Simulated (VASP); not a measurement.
The system is AlCr2C.

```
CELL_PARAMETERS angstrom
2.82510 0.00000 0.00000
-1.41255 2.44661 0.00000
0.00000 0.00000 12.60137
ATOMIC_POSITIONS crystal
Al 0.66667 0.33333 0.25000
Al 0.33333 0.66667 0.75000
Cr 0.33333 0.66667 0.41494
Cr 0.66667 0.33333 0.91494
Cr 0.66667 0.33333 0.58506
Cr 0.33333 0.66667 0.08506
C 0.00000 0.00000 0.50000
C 0.00000 0.00000 0.00000
```

The cell comes from a database or a generator and needn't be the stable form of this composition.

* Program: VASP 6.6.1
* Task: relaxation of cell and atoms
* Functional: PBE
* Potentials or basis: VASP PAW PBE potentials, release 64 (Al, Cr_pv, C)
* Cutoff: 600 eV
* k mesh: 15 × 15 × 3
* Occupations: methfessel-paxton, width 0.1 eV
* Spin: no spin polarisation

At the start: pressure 3.6 GPa; volume 10.89 Å³/atom.

Problem. How do energy, volume and symmetry change on relaxing?

Solution. Over 5 steps the energy falls by 2.3 meV/atom and the volume is 11.09 Å³/atom (+1.9 %); space group P6_3/mmc (No. 194, to 0.05 Å).

The path:
| step | energy change (eV) | largest force (eV/Å) | pressure (GPa) | volume (Å³) |
| --- | --- | --- | --- | --- |
| 1 | 0.0000 | 0.0007 | 3.62 | 87.10 |
| 2 | 0.0093 | 0.3748 | -4.31 | 90.24 |
| 3 | -0.0151 | 0.1696 | -0.02 | 88.46 |
| 4 | -0.0179 | 0.0251 | -0.01 | 88.68 |
| 5 | -0.0180 | 0.0023 | -0.06 | 88.72 |

Final structure:
```
Al Cr C
1.0
     2.84201    0.00000    0.00000
    -1.42100    2.46125    0.00000
     0.00000    0.00000   12.68340
Al Cr C
2 4 2
Direct
  0.66667 0.33333 0.25000
  0.33333 0.66667 0.75000
  0.33333 0.66667 0.41561
  0.66667 0.33333 0.91561
  0.66667 0.33333 0.58439
  0.33333 0.66667 0.08439
  0.00000 0.00000 0.50000
  0.00000 0.00000 0.00000
```
